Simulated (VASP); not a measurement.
Input for VASP

**POSCAR**
```
NiO
1
    0.0000000000     2.0919423356     2.0919423356
    2.0919423356    -0.0000000000     2.0919423356
    2.0919423356     2.0919423356    -0.0000000000
O Ni
1 1
Direct
  0.5000000000   0.5000000000   0.5000000000
  0.0000000000   0.0000000000   0.0000000000
```

### KPOINTS
```
Automatic mesh
0
Gamma
17 17 17
```

### INCAR
```
SYSTEM = NiO
PREC = Accurate
ENCUT = 520
EDIFF = 1E-7
NELM = 100
ALGO = Normal
LREAL = .FALSE.
LASPH = .TRUE.
ISMEAR = -5
GGA = PE
IVDW = 12
LMAXMIX = 4
ISPIN = 2
MAGMOM = 0.3 1.4
LORBIT = 11
LWAVE = .FALSE.
LCHARG = .TRUE.
NEDOS = 601
ISIF = 2
```

POTCAR, in this order: O Ni (PBE.64 set). Program: vasp_std.

Q: Write an equivalent input for Quantum ESPRESSO's pw.x.

A: One equivalent input (not run):
```
&CONTROL
  calculation = 'scf'
  pseudo_dir = './pseudo'
  outdir = './out'
  tprnfor = .true.
  tstress = .true.
/
&SYSTEM
  ibrav = 0
  nat = 2
  ntyp = 2
  ecutwfc = 98
  occupations = 'tetrahedra'
  input_dft = 'pbe'
  vdw_corr = 'grimme-d3'
  dftd3_version = 4
  dftd3_threebody = .false.
  nspin = 2
  starting_magnetization(1) = 0.03
  starting_magnetization(2) = 0.14
/
&ELECTRONS
  conv_thr = 7.3e-09
  electron_maxstep = 100
/
ATOMIC_SPECIES
  O 15.999 O.upf
  Ni 58.693 Ni.upf
CELL_PARAMETERS angstrom
     0.0000000    2.0919423    2.0919423
     2.0919423   -0.0000000    2.0919423
     2.0919423    2.0919423   -0.0000000
ATOMIC_POSITIONS crystal
  O    0.5000000  0.5000000  0.5000000
  Ni   0.0000000  0.0000000  0.0000000
K_POINTS automatic
  17 17 17 0 0 0
```
What does not carry over: the potentials are each code's own (VASP's PAW set, PseudoDojo norm-conserving files in pw.x), so ENCUT and ecutwfc are chosen apart and not converted; conv_thr bounds pw.x's estimated SCF error, while EDIFF bounds the energy change between steps; starting_magnetization is a fraction of the valence charge and MAGMOM a moment in μB, so they match only roughly.

The structure comes from a measured NiO entry (Fm-3m) of the Crystallography Open Database, whose conditions weren't checked. It was relaxed first.
